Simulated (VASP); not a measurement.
```yaml
crystal:
  lattice:
    - [5.63057, 0.00000, 0.00000]
    - [0.00000, 5.63057, 0.00000]
    - [0.00000, 0.00000, 5.63057]
  atoms:
    - { symbol: Cs, position: [0.00000, 0.00000, 0.00000] }
    - { symbol: Pb, position: [0.50000, 0.50000, 0.50000] }
    - { symbol: Cl, position: [0.50000, 0.00000, 0.50000] }
    - { symbol: Cl, position: [0.00000, 0.50000, 0.50000] }
    - { symbol: Cl, position: [0.50000, 0.50000, 0.00000] }
```

Method: r2SCAN+rVV10, VASP's PBE PAW potentials (set 64) (plane waves; VASP 6.6.1). Run with 520 eV cut-off, 5×5×5 Γ-centred mesh, tetrahedra with Blöchl corrections, potentials Cs_sv Pb_d Cl.

Unless said otherwise, spin-orbit coupling is left out, though it shifts the bands of the heavy elements here.

Q: What does the run give for the energy per atom (σ→0), band gap (over mesh and band path) with the smallest direct gap where there is one?

A: 
The band gap (over mesh and band path) is 2.34 eV and the smallest direct gap (over mesh and band path) is 2.34 eV. The energy per atom (σ→0) comes out as -21.340 eV/atom.

Only differences to runs with the same potentials and settings are physical.

The compound is CsPbCl3 in the cubic perovskite structure, the ideal cubic form; the compound distorts at low or room temperature. It was relaxed first.
